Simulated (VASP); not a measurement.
```
CELL_PARAMETERS angstrom
     -2.13000     2.13000     2.13000
      2.13000    -2.13000     2.13000
      2.13000     2.13000    -2.13000
ATOMIC_POSITIONS crystal
  Na 0.00000 0.00000 0.00000
```

Level of theory: optB86b-vdW, VASP's PBE PAW potentials (set 64) (plane waves; VASP). Numerical set-up: 520 eV cut-off, 11×11×11 Γ-centred mesh, first-order Methfessel-Paxton smearing of 0.10 eV, potentials Na_pv.

Energy and stress use the plane-wave basis of the starting cell.

The ions, cell shape and volume are relaxed. What does this cell relax into?

```
CELL_PARAMETERS angstrom
     -2.08811     2.08811     2.08811
      2.08811    -2.08811     2.08811
      2.08811     2.08811    -2.08811
ATOMIC_POSITIONS crystal
  Na 0.00000 0.00000 0.00000
```
Space group Im-3m (229), at a tolerance of 0.03 Å.

How do energy and volume change from the first to the last step?

The energy (σ→0) changes by -2.8 meV/atom and the volume by -5.8 %, in 5 ionic steps.

```
step  E(σ→0) (eV)  max force (eV/Å)  pressure (GPa)  volume (Å³)
----  -----------  ----------------  --------------  -----------
1          0.8803             0.000           -0.41        38.65
2          0.8791             0.000           -0.32        38.11
3          0.8775             0.000           -0.04        36.50
4          0.8775             0.000            0.09        36.26
5          0.8775             0.000            0.00        36.42
```

The compound is Na in the bcc structure. This run relaxes it. Symmetry was kept, so distortions that lower it aren't found.
